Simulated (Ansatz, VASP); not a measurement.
**KVSe3: VASP beside Ansatz**

Wanted: the spread between two codes on one cell, functional and k mesh. The cell is generated by rule, not measured, and may not be a known phase. The cell is taken from a series of runs on this material, whose earlier steps may have relaxed, scaled, displaced or heated it; both programs get it as it stands.

Main program and level: Ansatz 0.2.0; plane waves, with VASP 6.6.1 beside it; relaxation of cell and atoms at PBEsol.

The structure was built from a prototype and need not be the compound's stable phase.

### 1. The starting structure

The structure is cubic, space group Pm-3m (No. 221). The conventional cell has a = 4.859 Å, b = 4.859 Å, c = 4.859 Å, α = 90.00°, β = 90.00°, γ = 90.00°. Nearest to K lie 12 Se at 3.44 Å. V has 6 Se at 2.43 Å nearest. Nearest to Se lie 2 V at 2.43 Å and 4 K at 3.44 Å. Farther neighbours and most contacts between anions are not listed.

Coordinates:

```cif
data_structure
_symmetry_space_group_name_H-M 'P 1'
_symmetry_Int_Tables_number 1
_cell_length_a 4.8592
_cell_length_b 4.8592
_cell_length_c 4.8592
_cell_angle_alpha 90.000
_cell_angle_beta 90.000
_cell_angle_gamma 90.000
_cell_volume 114.74
loop_
_atom_site_label
_atom_site_type_symbol
_atom_site_fract_x
_atom_site_fract_y
_atom_site_fract_z
_atom_site_occupancy
K1 K 0.00000 0.00000 0.00000 1
V2 V 0.50000 0.50000 0.50000 1
Se3 Se 0.50000 0.50000 0.00000 1
Se4 Se 0.50000 0.00000 0.50000 1
Se5 Se 0.00000 0.50000 0.50000 1
```

### 2. Ansatz: relaxation of cell and atoms, PBEsol

Ansatz runs on its PAW soft_1 files.

The relaxed volume is the usual yardstick between codes: in a stiff, nearly cubic crystal its relative difference is about their pressure difference at one cell divided by the bulk modulus.

input.yaml reads:

```yaml
crystal:
  lattice:
    - [4.8592117424, 0.0, 0.0]
    - [0.0, 4.8592117424, 0.0]
    - [0.0, 0.0, 4.8592117424]
  atoms:
    - { symbol: K, position: [0.0, 0.0, 0.0] }
    - { symbol: V, position: [0.5, 0.5, 0.5] }
    - { symbol: Se, position: [0.5, 0.5, 0.0] }
    - { symbol: Se, position: [0.5, 0.0, 0.5] }
    - { symbol: Se, position: [0.0, 0.5, 0.5] }
kpoints:
  mp_grid: { grid: [8, 8, 8] }
hamiltonian:
  xc: pbesol
  pseudopotentials: { kind: paw, azcp: { folder: soft_1 }, xc_functional: pbe }
scf:
  occupations: { method: methfessel_paxton, width: 0.2 }
output:
  forces: true
  stress: true
  eigenvalues: true
relax:
  adjacent_minimum: "off"
  f_tol: 0.001
  max_steps: 60
  cell: { stress_tol: 0.01 }
```

Command:

```
> ansatz run input.yaml --threads 8 --pin off --max-ram 16384MiB --backend cpu --events-out ev --progress --plain --runs-dir out
```

Numbers of over 12 decimals in the logs are rounded to 6 here.

The program printed:

```text
Engine: ansatz 0.2.0, aarch64-unknown-linux-gnu
Pseudopotentials: kind: paw
Pseudopotential: K, paw, valence charge 9, recommended cutoff 420 eV (normal), soft_1/K.paw.azcp
Pseudopotential: V, paw, valence charge 13, recommended cutoff 420 eV (normal), soft_1/V.paw.azcp
Pseudopotential: Se, paw, valence charge 16, recommended cutoff 420 eV (normal), soft_1/Se.paw.azcp
Functional definition: PBEsol
  exchange = pbesol_x
  correlation = pbesol_c
Crystal: 5 atoms, lattice volume = 114.735 Å³
Basis set: ecut = 420 eV, 2205 PW (Γ), exchange–correlation on 72×72×72 points (8 copies of the dense FFT grid, shifted against one another)
Bands: 42, of which v1, the nominal top of the filled ones, is band 35 counted from 1 (34 counted from 0)
Symmetry: 48 space group operations
Space group: Pm-3m (ITA 221), of the structure as read, at distance tolerance 4.9e-5 Å
k-points: 35 of 512
Non-local potential: K, projectors of the file, l = 0: 3, l = 1: 2, l = 2: 2
Non-local potential: V, projectors of the file, l = 0: 3, l = 1: 2, l = 2: 3, l = 3: 1
Non-local potential: Se, projectors of the file, l = 0: 2, l = 1: 2, l = 2: 3, l = 3: 1
PAW form: soft (Blöchl's): semilocal exchange-correlation on the pseudo side does not see the compensation charge
PAW frozen core: K, regenerated for the run's functional, and the local potential with it (the file was generated under x = pbe(κ = 0.804, μ = 0.219515), c = pbe(β = 0.066725))
PAW frozen core: V, regenerated for the run's functional, and the local potential with it (the file was generated under x = pbe(κ = 0.804, μ = 0.219515), c = pbe(β = 0.066725))
PAW frozen core: Se, regenerated for the run's functional, and the local potential with it (the file was generated under x = pbe(κ = 0.804, μ = 0.219515), c = pbe(β = 0.066725))
PAW one-centre angular grid: K, 110 points (default); XC on 64 Gauss nodes
PAW one-centre angular grid: V, 590 points (default); XC on 64 Gauss nodes
PAW one-centre angular grid: Se, 590 points (default); XC on 64 Gauss nodes
Initial density: superposition of atomic densities (chi_scale 0.1, normalization cell, long waves kept (reshape's long-wave potential 0.00 eV rms))
Initial wavefunctions: pseudopotential atomic-orbital guess
Functional: x = pbesol(κ = 0.804, μ = 0.123457), c = pbesol(β = 0.046)
SCF iter   1: F=—  HF=-20681.448224 eV  |F-HF|=—  |Δ(HF+E_count)|=         —  Δρ=1.99e-1  dr2=7.56e1  ethr=3.10e-3  ⟨swp⟩=7.3  Hψ=5475  notcnv=0
preconditioner: auto → Kerker (q_TF=auto, 2.513 Å⁻¹)  [metal: Δε(μ)=0.037 eV  Ē_g=9.270 eV  σ=0.200 eV  W_gap=0.16  n_scr=26 (ndim 8)  ℏωp=19.0 eV  f_vac=0.002  D(μ)=9.28/eV (n_scr^D=92)]
SCF iter   2: F=—  HF=-20678.177236 eV  |F-HF|=—  |Δ(HF+E_count)|=    3.27e0  S|Δr|=    0.00e0  Δρ=7.91e-2  dr2=1.34e1  ethr=3.10e-3  ⟨swp⟩=2.5  Hψ=2460  notcnv=0  defer=11
SCF iter   3: F=—  HF=-20677.105971 eV  |F-HF|=—  |Δ(HF+E_count)|=    1.07e0  S|Δr|=    0.00e0  Δρ=2.23e-2  dr2=1.05e0  ethr=3.10e-3  ⟨swp⟩=2.7  Hψ=2242  notcnv=0  defer=11
SCF iter   4: F=—  HF=-20677.019058 eV  |F-HF|=—  |Δ(HF+E_count)|=   8.69e-2  S|Δr|=    0.00e0  Δρ=3.79e-3  dr2=2.64e-2  ethr=1.50e-3  ⟨swp⟩=2.3  Hψ=1861  notcnv=0
SCF iter   5: F=—  HF=-20677.014706 eV  |F-HF|=—  |Δ(HF+E_count)|=   4.35e-3  S|Δr|=    0.00e0  Δρ=1.40e-3  dr2=5.30e-3  ethr=3.77e-5  ⟨swp⟩=2.1  Hψ=1949  notcnv=0
SCF iter   6: F=—  HF=-20677.014195 eV  |F-HF|=—  |Δ(HF+E_count)|=   5.12e-4  S|Δr|=    0.00e0  Δρ=6.49e-4  dr2=1.04e-3  ethr=7.57e-6  ⟨swp⟩=2.0  Hψ=2626  notcnv=0
SCF iter   7: F=—  HF=-20677.013873 eV  |F-HF|=—  |Δ(HF+E_count)|=   3.22e-4  S|Δr|=    0.00e0  Δρ=4.22e-4  dr2=4.02e-4  ethr=1.48e-6  ⟨swp⟩=2.7  Hψ=2391  notcnv=0
SCF iter   8: F=—  HF=-20677.013862 eV  |F-HF|=—  |Δ(HF+E_count)|=   1.07e-5  S|Δr|=    0.00e0  Δρ=1.72e-4  dr2=6.79e-5  ethr=5.75e-7  ⟨swp⟩=1.0  Hψ=1470  notcnv=0
SCF iter   9: F=—  HF=-20677.013862 eV  |F-HF|=—  |Δ(HF+E_count)|=   1.25e-7  S|Δr|=    0.00e0  Δρ=2.26e-5  dr2=1.15e-6  ethr=9.70e-8  ⟨swp⟩=1.7  Hψ=1568  notcnv=0
SCF iter  10: F=—  HF=-20677.013862 eV  |F-HF|=—  |Δ(HF+E_count)|=   2.93e-7  S|Δr|=    0.00e0  Δρ=1.02e-5  dr2=1.93e-7  ethr=1.65e-9  ⟨swp⟩=2.0  Hψ=1927  notcnv=0
SCF iter  11: F=-20677.013862 eV  HF=-20677.013862 eV  |F-HF|=1.52e-8  |Δ(HF+E_count)|=   6.56e-8  S|Δr|=    0.00e0  Δρ=3.46e-6  dr2=2.61e-8  ethr=1.43e-10  ⟨swp⟩=6.5  Hψ=5365  notcnv=0
SCF 1 converged in 11 iterations: F = -20677.013862 eV  dr2 = 2.61e-8
  greatest PAW one-centre occupation: 1.000 electrons in one spin orbital (limit 2), on the Se atom at site 3 (counted from 0), in its partial waves of l = 2
relax step   1: F+E_penalty+E_count = -20677.01386233 eV  Δ(F+E_penalty+E_count) = +0.000e0 eV  max|allowed force component| = 8.564e-29 eV/Å  Δτ_max = 0.0000 Å  P = +0.001 GPa  Ω = 114.735 Å³  (11 SCF iters, dr2 threshold 1.00e-7 eV, accepted)
Initial density: handed on by an earlier stage of this run
Initial wavefunctions: pseudopotential atomic-orbital guess (no wavefunctions were taken with the density)
iter 1 solved again at ethr=2.12e-7 eV; its pass at ethr=3.10e-3 eV (dr2=1.48e-4 eV) is discarded
SCF iter   1: F=—  HF=-20677.013857 eV  |F-HF|=—  |Δ(HF+E_count)|=         —  Δρ=3.34e-6  dr2=2.62e-8  ethr=2.12e-7  ⟨swp⟩=3.0  Hψ=8494  notcnv=0
eigensolver tolerance schedule: the retry pair's looser diagonalisation over-reported the residual by 5669.49 of it (diagonalisation noise at 0.63 of the residual, at the tolerance the schedule requests for it); recorded, not acted on — ethr = c·dr2/N_el stays at c = 1.0e-1
preconditioner: auto → LDOS  [metal: Δε(μ)=0.086 eV  Ē_g=9.299 eV  σ=0.200 eV  W_gap=0.35  n_scr=26 (ndim 8)  ℏωp=19.0 eV  f_vac=0.028  D(μ)=3.08/eV (n_scr^D=18)  β→1.0]
SCF iter   2: F=—  HF=-20677.013862 eV  |F-HF|=—  |Δ(HF+E_count)|=   5.80e-6  S|Δr|=    0.00e0  Δρ=2.62e-6  dr2=1.41e-8  ethr=3.74e-11  ⟨swp⟩=2.9  Hψ=2995  notcnv=0
SCF iter   3: F=—  HF=-20677.013862 eV  |F-HF|=—  |Δ(HF+E_count)|=   1.41e-9  S|Δr|=    0.00e0  Δρ=4.89e-7  dr2=3.40e-10  ethr=2.01e-11  ⟨swp⟩=1.0  Hψ=1470  notcnv=0
SCF iter   4: F=—  HF=-20677.013862 eV  |F-HF|=—  |Δ(HF+E_count)|=  2.55e-11  S|Δr|=    0.00e0  Δρ=3.38e-7  dr2=1.41e-10  ethr=1.00e-12  ⟨swp⟩=2.0  Hψ=2617  notcnv=0
SCF iter   5: F=—  HF=-20677.013862 eV  |F-HF|=—  |Δ(HF+E_count)|=  2.91e-11  S|Δr|=    0.00e0  Δρ=7.28e-8  dr2=4.20e-12  ethr=1.00e-12  ⟨swp⟩=1.0  Hψ=1470  notcnv=0
SCF iter   6: F=—  HF=-20677.013862 eV  |F-HF|=—  |Δ(HF+E_count)|=    0.00e0  S|Δr|=    0.00e0  Δρ=4.36e-8  dr2=2.37e-12  ethr=1.00e-12  ⟨swp⟩=5.6  Hψ=6514  notcnv=0
SCF iter   7: F=-20677.013862 eV  HF=-20677.013862 eV  |F-HF|=1.09e-11  |Δ(HF+E_count)|=  1.09e-11  S|Δr|=    0.00e0  Δρ=9.46e-9  dr2=1.16e-13  ethr=1.00e-12  ⟨swp⟩=4.0  Hψ=5249  notcnv=0
SCF 2 converged in 7 iterations: F = -20677.013862 eV  dr2 = 1.16e-13
  greatest PAW one-centre occupation: 1.000 electrons in one spin orbital (limit 2), on the Se atom at site 4 (counted from 0), in its partial waves of l = 2
relax step   2: F+E_penalty+E_count = -20677.01386235 eV  Δ(F+E_penalty+E_count) = -1.656e-8 eV  max|allowed force component| = 6.732e-30 eV/Å  Δτ_max = 0.0000 Å  P = +0.001 GPa  Ω = 114.735 Å³  stress off target by 6.68e-4 GPa  SCF on the basis re-selected at this cell (its energy is not comparable with the rows above)  (7 SCF iters)
basis re-selected at this cell: Δ(F+E_penalty+E_count) = -1.656e-8 eV, ΔP = -0.000 GPa vs the last step (what re-selecting the basis moved, of the pressure what is left beyond the Pulay correction that the steps carried, after the strain that the cell walked since its last selection, with what the two solves' SCF thresholds leave and, on support functions, any second-order correction that the steps lacked; it is no m [...]
SCF converged after 7 iterations
Stability not checked: this state was not tested for a lower state beside it, because cold or Methfessel-Paxton smearing, or corrected tetrahedra, fill the levels in a way that the test cannot read (fill_not_monotonic; see scf.lower_state_search)
Free energy (F): -20677.013862 eV
Harris-Foulkes:  -20677.013862 eV  (|F-HF|=1.09e-11)
Internal energy: -20677.022411 eV  (E = F + TS)
E sigma→0 (E₀):  -20677.015999 eV
Entropy (-TS):   0.008548 eV (1.710 meV/atom)
Fermi energy:    8.381486 eV
--- Per-component energies (eV) ---
  E_band       = -1468.835945
  E_kinetic    = 884.113787
  E_local      = -10347.039538  (includes V_loc(G=0)·N_el)
  E_nonlocal   = -962.272515
  E_hartree    = 5173.561247
  E_xc         = -502.038243
  E_vxc        = -580.779794  (∫ρ·V_xc dr)
  E_paw        = -8120.068441  (= ΣΔE_a)
  E_vpaw       = -809.980418  (= ΣTr[D̂ρ^β])
  E_aug_tail   = 0.000047  (compensation charges beyond the density's cutoff)
  E_ewald      = -6806.561674
  E_core_change = 3.282920  (= ΣΔE_core)
  E_smearing   = 0.008548  (= −TS)
  E_closure    = -0.000000  (closes the sum)
  Σ components = -20677.013862   (vs F -20677.013862, Δ=0.00e0)
--- Forces (eV/Å), atoms counted from 1 ---
  atom   1  K      0.00000000     0.00000000    -0.00000000
  atom   2  V      0.00000000     0.00000000    -0.00000000
  atom   3  Se    -0.00000000     0.00000000     0.00000000
  atom   4  Se    -0.00000000    -0.00000000     0.00000000
  atom   5  Se    -0.00000000     0.00000000    -0.00000000
  max |Σ_I F_I| component: 1.45e-29 eV/Å
--- Stress (GPa, compression-positive) ---
        0.000668      -0.000000       0.000000
       -0.000000       0.000668       0.000000
        0.000000       0.000000       0.000668
  P = ⅓ Tr σ = 0.0007 GPa (0.007 kbar)
--- Band table (eV; the first three rows and the last of 35) ---
  k-point 0: bands = [... 31 lower, 7.2256, 7.4402, 7.4402, 7.4402, 8.2429, 8.2429, 8.2429, 8.6186, ... 3 higher]
  k-point 1: bands = [... 31 lower, 7.0921, 7.4459, 7.5086, 7.7292, 7.7292, 8.4246, 8.4246, 8.6263, ... 3 higher]
  k-point 2: bands = [... 31 lower, 6.6228, 6.8090, 7.4595, 7.8063, 7.8063, 8.6389, 8.8347, 8.8347, ... 3 higher]
  k-point 34: bands = [... 31 lower, 4.5019, 8.8920, 8.8920, 8.8920, 9.1406, 9.1406, 9.1406, 12.0065, ... 3 higher]
--- Relaxed structure (1 steps of the walk, 1 accepted, 1 SCFs on fresh bases) ---
  F+E_penalty+E_count = -20677.01386235 eV   max|allowed force component| = 6.732e-30 eV/Å   (the final SCF, on the basis selected at the relaxed cell)
  cell:  # Å, volume = 114.7354 Å³
    - [4.8592117424, 0.0, 0.0]
    - [0.0, 4.8592117424, 0.0]
    - [0.0, 0.0, 4.8592117424]
  atoms:
    - { symbol: K, position: [0.0, 0.0, 0.0] }
    - { symbol: V, position: [0.5, 0.5, 0.5] }
    - { symbol: Se, position: [0.5, 0.5, 0.0] }
    - { symbol: Se, position: [0.5, 0.0, 0.5] }
    - { symbol: Se, position: [0.0, 0.5, 0.5] }
```

(Continued in part 2 of 2.)

[Lines on the potential files, build, host, timing and source positions are cut from VASP's logs without a mark.]

[Logs are printed without paths, hosts, clocks, repeated set-up lines and the standing remarks that a program may print on its own settings, such as how far it seeks lower states.]

[Hosts, paths, dates, database ids (printed as entryN), source tags and the programs' standing remarks are cut or masked in the printed files.]
